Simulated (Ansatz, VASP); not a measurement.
**Ag (Ag(100)): VASP beside Ansatz**

Wanted: the spread between two codes on one cell, functional and k mesh. Other levels of theory on this material are compared in a session of their own.

Program: Ansatz 0.2.0. Level of theory: plane waves, with VASP 6.6.1 beside it; single point at PBE, spin-orbit coupling. Results are calculated unless marked as measured.

## Step 1: Set-up

The cell holds 7 atoms: 7 Ag. Its edges and angles: a = 2.892 Å, b = 2.892 Å, c = 30.270 Å, α = 90.0°, β = 90.0°, γ = 90.0°. Vacuum lies along c.

## Step 2: VASP: single point, PBE, spin-orbit coupling

A single point gives forces, pressure and levels at one fixed geometry, so differences don't come from the geometry; what else differs is listed under the comparison.

Lines of VASP's logs that name or quote its potential files are left out, and so is its time.

INCAR reads:

```
SYSTEM = Ag
PREC = Normal
ENCUT = 350
EDIFF = 1E-06
NELM = 120
ISMEAR = 1
SIGMA = 0.1
LREAL = .FALSE.
ALGO = Normal
GGA = PE
LNONCOLLINEAR = .TRUE.
MAGMOM = 0 0 0 0 0 0 0 0 0 0 0 0 0 0 0 0 0 0 0 0 0
NBANDS = 94
GGA_COMPAT = .FALSE.
LASPH = .TRUE.
LSORBIT = .TRUE.
LMAXMIX = 4
LORBIT = 11
LWAVE = .FALSE.
LCHARG = .FALSE.
KPAR = 4
IDIPOL = 3
LDIPOL = .TRUE.
DIPOL = 0.5 0.5 0.5
LVHAR = .TRUE.
LVACPOTAV = .TRUE.
```

POSCAR reads:

```
Ag
1.0
    2.8920667351      0.0000000000      0.0000000000
    0.0000000000      2.8920667351      0.0000000000
    0.0000000000      0.0000000000     30.2700000000
Ag
7
Direct
    0.0000000000      0.0000000000      0.2973240833
    0.5000000000      0.5000000000      0.3648827222
    0.0000000000      0.0000000000      0.4324413611
    0.5000000000      0.5000000000      0.5000000000
    0.0000000000      0.0000000000      0.5675586389
    0.5000000000      0.5000000000      0.6351172778
    0.0000000000      0.0000000000      0.7026759167
```

KPOINTS reads:

```
Automatic mesh
0
Gamma
9 9 1
0 0 0
```

Potentials, in the order of the species: Ag (PBE family, release 64).

Launch:

```console
mpirun -np 4 vasp_ncl
```

Numbers of over 12 decimals in the logs are rounded to 6 here.

What it wrote:

```text
[banner, memory and clock lines left out]
running    4 mpi-ranks, on    1 nodes
 distrk:  each k-point on    1 cores,    4 groups
 distr:  one band on    1 cores,    1 groups

 POSCAR found type information on POSCAR Ag
 POSCAR found :  1 types and       7 ions
 LDA part: xc-table for (Slater+PW92), standard interpolation
 POSCAR, INCAR and KPOINTS ok, starting setup
 FFT: planning ... GRIDC
 FFT: planning ... GRID_SOFT
 FFT: planning ... GRID
 WAVECAR not read
 entering main loop
       N       E                     dE             d eps       ncg     rms          rms(c)
DAV:   1     0.410139802821E+03    0.41014E+03   -0.30327E+04  2948   0.107E+03
DAV:   2    -0.587113601821E+01   -0.41601E+03   -0.39731E+03  3056   0.276E+02
DAV:   3    -0.197773596942E+02   -0.13906E+02   -0.13645E+02  3076   0.498E+01
DAV:   4    -0.199704661913E+02   -0.19311E+00   -0.19274E+00  3148   0.586E+00
DAV:   5    -0.199746461503E+02   -0.41800E-02   -0.41786E-02  3176   0.861E-01    0.129E+01
DAV:   6    -0.184178552582E+02    0.15568E+01   -0.54807E+00  2976   0.146E+01    0.841E+00
DAV:   7    -0.183582277026E+02    0.59628E-01   -0.13894E-01  2952   0.207E+00    0.438E+00
DAV:   8    -0.183423152770E+02    0.15912E-01   -0.98445E-03  3020   0.727E-01    0.806E-01
DAV:   9    -0.183421520723E+02    0.16320E-03   -0.12496E-03  3066   0.395E-01    0.103E-01
DAV:  10    -0.183420904993E+02    0.61573E-04   -0.26889E-04  3056   0.184E-01    0.441E-02
DAV:  11    -0.183420466761E+02    0.43823E-04   -0.18779E-04  2972   0.157E-01    0.324E-02
DAV:  12    -0.183420116021E+02    0.35074E-04   -0.13027E-04  2982   0.176E-01    0.129E-02
DAV:  13    -0.183420266014E+02   -0.14999E-04   -0.45568E-05  2982   0.569E-02    0.825E-03
DAV:  14    -0.183421128953E+02   -0.86294E-04   -0.16785E-05  2896   0.149E-02    0.544E-03
DAV:  15    -0.183422209510E+02   -0.10806E-03   -0.90221E-06  2722   0.179E-02    0.297E-03
DAV:  16    -0.183422829191E+02   -0.61968E-04   -0.44660E-06  2244   0.606E-03    0.190E-03
DAV:  17    -0.183423092152E+02   -0.26296E-04   -0.76187E-07  1850   0.264E-03    0.132E-03
DAV:  18    -0.183423423920E+02   -0.33177E-04   -0.20755E-06  1868   0.523E-03    0.654E-04
DAV:  19    -0.183423466973E+02   -0.43052E-05   -0.10926E-07  1806   0.218E-03    0.353E-04
DAV:  20    -0.183423516633E+02   -0.49660E-05   -0.29274E-07  1774   0.257E-03    0.176E-04
DAV:  21    -0.183423522289E+02   -0.56563E-06   -0.17678E-08  1724   0.615E-04
|                                                                             |
|           W    W    AA    RRRRR   N    N  II  N    N   GGGG   !!!           |
|           W    W   A  A   R    R  NN   N  II  NN   N  G    G  !!!           |
|           W    W  A    A  R    R  N N  N  II  N N  N  G       !!!           |
|           W WW W  AAAAAA  RRRRR   N  N N  II  N  N N  G  GGG   !            |
|           WW  WW  A    A  R   R   N   NN  II  N   NN  G    G                |
|           W    W  A    A  R    R  N    N  II  N    N   GGGG   !!!           |
|                                                                             |
|     Did not find any points to average over, which means that no vacuum     |
|     field-free region was found. Please increase the size of  your cell     |
|     in the dimension of the dipole correction to obtain accurate            |
|     workfunction values.                                                    |
|                                                                             |

   1 F= -.18342352E+02 E0= -.18341138E+02  d E =-.364134E-02  mag=     0.0000     0.0000    -0.0000
```

OUTCAR, selected parts (step 2):

```text
ion  position               nearest neighbor table
   1  0.000  0.000  0.297-   2 2.89   2 2.89   2 2.89   2 2.89
   2  0.500  0.500  0.365-   3 2.89   3 2.89   3 2.89   3 2.89   1 2.89   1 2.89   1 2.89   1 2.89

  LATTYP: Found a simple tetragonal cell.
 ALAT       =     2.8920667351
 C/A-ratio  =    10.4665634553

 Subroutine GETGRP returns: Found 16 space group operations
 (whereof 16 operations were pure point group operations)

The static configuration has the point symmetry D_4h.

 Found     15 irreducible k-points:

   k-points           NKPTS =     15   k-points in BZ     NKDIM =     15   number of bands    NBANDS=     94

   dimension x,y,z NGX =    14 NGY =   14 NGZ =  140
   dimension x,y,z NGXF=    28 NGYF=   28 NGZF=  280

   ENCUT  =  350.0 eV  25.72 Ry    5.07 a.u.   4.41  4.41 46.17*2*pi/ulx,y,z

   NELECT =      77.0000    total number of electrons

 k-points in reciprocal lattice and weights: Automatic mesh
   0.00000000  0.00000000  0.00000000       0.012
   0.11111111  0.00000000  0.00000000       0.049
   0.22222222  0.00000000  0.00000000       0.049
   0.33333333  0.00000000  0.00000000       0.049
   0.44444444  0.00000000  0.00000000       0.049
   0.11111111  0.11111111  0.00000000       0.049
   0.22222222  0.11111111  0.00000000       0.099
   0.33333333  0.11111111  0.00000000       0.099
   0.44444444  0.11111111  0.00000000       0.099
[...]
0.44444444  0.33333333  0.00000000       0.099
   0.44444444  0.44444444  0.00000000       0.049

 dipolmoment           0.000000      0.000000      0.000000 electrons x Angstroem

 average (electrostatic) potential at core
       1 -77.1633       2 -77.4816       3 -77.5025       4 -77.5181       5 -77.5025
       6 -77.4816       7 -77.1633

 E-fermi :   1.6991

 k-point     1 :       0.0000    0.0000    0.0000
  band No.  band energies     occupation
    ...
     78      -0.9077      1.00000
     79      -0.7278      1.00000
     80      -0.7278      1.00000
     81       0.8344      1.00000
     82       0.8344      1.00000
     83       2.3443     -0.00000
     84       2.3443     -0.00000
     85       3.1473     -0.00000
     86       3.1473     -0.00000
     87       5.7686      0.00000
    ...

 k-point     2 :       0.1111    0.0000    0.0000
  band No.  band energies     occupation
    ...
     78      -1.0219      1.00000
     79      -0.2218      1.00000
     80      -0.2218      1.00000
     81       1.2833      1.00000
     82       1.2833      1.00000
     83       2.7760     -0.00000
     84       2.7760     -0.00000
     85       3.6860     -0.00000
     86       3.6860     -0.00000
     87       5.9902      0.00000
    ...

 k-point     3 :       0.2222    0.0000    0.0000
  band No.  band energies     occupation
    ...
     76      -1.1458      1.00000
     77      -0.6998      1.00000
     78      -0.6998      1.00000
     79       0.6425      1.00000
     80       0.6425      1.00000
     81       2.2434     -0.00000
     82       2.2434     -0.00000
     83       3.8125      0.00000
     84       3.8125      0.00000
     85       4.9607      0.00000
    ...

  Total        0.7225145      0.7225145      1.3338992      0.0000000     -0.0000000      0.0000000
  in kB        4.5722306      4.5722306      8.4412068      0.0000000     -0.0000000      0.0000000
  external PRESSURE =       5.8618893 kB  Pullay stress =       0.0000000 kB

  energy-cutoff  :      350.00
  volume of cell :      253.18
      direct lattice vectors                 reciprocal lattice vectors
     2.892066735  0.000000000  0.000000000     0.345773487  0.000000000  0.000000000
     0.000000000  2.892066735  0.000000000     0.000000000  0.345773487  0.000000000
     0.000000000  0.000000000 30.270000000     0.000000000  0.000000000  0.033036009

 POSITION                                       TOTAL-FORCE (eV/Angst)
 -----------------------------------------------------------------------------------
      0.00000      0.00000      9.00000        -0.000000      0.000000     -0.081225
      1.44603      1.44603     11.04500        -0.000000      0.000000     -0.129841
      0.00000      0.00000     13.09000        -0.000000     -0.000000     -0.014413
      1.44603      1.44603     15.13500        -0.000000     -0.000000      0.000000
      0.00000      0.00000     17.18000        -0.000000      0.000000      0.014413
      1.44603      1.44603     19.22500         0.000000     -0.000000      0.129841
      0.00000      0.00000     21.27000        -0.000000     -0.000000      0.081225
 -----------------------------------------------------------------------------------
    total drift:                                0.000000      0.000000      0.000000

  FREE ENERGIE OF THE ION-ELECTRON SYSTEM (eV)
  ---------------------------------------------------
  free  energy   TOTEN  =       -18.3423522289 eV

  energy  without entropy=      -18.3387108889  energy(sigma->0) =      -18.34113845

 vacuum level on the upper side and lower side of the slab         6.025         6.025

 Spin-Orbit-Coupling matrix elements
 Ion:    1  E_soc:     -0.0486918
 Ion:    2  E_soc:     -0.0540355
 Ion:    3  E_soc:     -0.0545100
 Ion:    4  E_soc:     -0.0540750
 Ion:    5  E_soc:     -0.0545100
 Ion:    6  E_soc:     -0.0540355
 Ion:    7  E_soc:     -0.0486918

 total charge
# of ion       s       p       d       tot
------------------------------------------
    1        0.419   0.196   9.189   9.804
    2        0.415   0.294   9.157   9.867
    3        0.424   0.300   9.149   9.873
    4        0.418   0.299   9.154   9.871
    5        0.424   0.300   9.149   9.873
    6        0.415   0.294   9.157   9.867
    7        0.419   0.196   9.189   9.804
--------------------------------------------------
tot          2.933   1.881  64.144  68.958

 magnetization (x)
# of ion       s       p       d       tot
------------------------------------------
    1        0.000   0.000   0.000   0.000
    2        0.000  -0.000   0.000  -0.000
    3       -0.000   0.000  -0.000  -0.000
    4        0.000  -0.000  -0.000   0.000
    5       -0.000   0.000   0.000  -0.000
    6        0.000   0.000   0.000   0.000
    7        0.000   0.000   0.000   0.000
--------------------------------------------------
tot         -0.000  -0.000  -0.000  -0.000

 magnetization (y)
# of ion       s       p       d       tot
------------------------------------------
    1        0.000   0.000   0.000   0.000
    2        0.000  -0.000   0.000  -0.000
    3       -0.000   0.000  -0.000  -0.000
    4        0.000  -0.000   0.000   0.000
    5       -0.000   0.000  -0.000  -0.000
    6        0.000  -0.000   0.000  -0.000
    7        0.000   0.000   0.000   0.000
--------------------------------------------------
tot          0.000  -0.000  -0.000   0.000

 magnetization (z)
# of ion       s       p       d       tot
------------------------------------------
    1       -0.000   0.000   0.000  -0.000
    2       -0.000  -0.000   0.000  -0.000
    3        0.000   0.000  -0.000  -0.000
    4       -0.000   0.000   0.000  -0.000
    5        0.000   0.000   0.000   0.000
    6        0.000   0.000   0.000   0.000
    7       -0.000   0.000   0.000  -0.000
--------------------------------------------------
tot         -0.000   0.000   0.000  -0.000

[... 3 further parts left out ...]
```

[end of part 1 of 2]

[Lines on the potential files, build, host, timing and source positions are cut from VASP's logs without a mark.]

[Logs are printed without paths, hosts, clocks, repeated set-up lines and the standing remarks that a program may print on its own settings, such as how far it seeks lower states.]

[Hosts, paths, dates, database ids (printed as entryN), source tags and the programs' standing remarks are cut or masked in the printed files.]
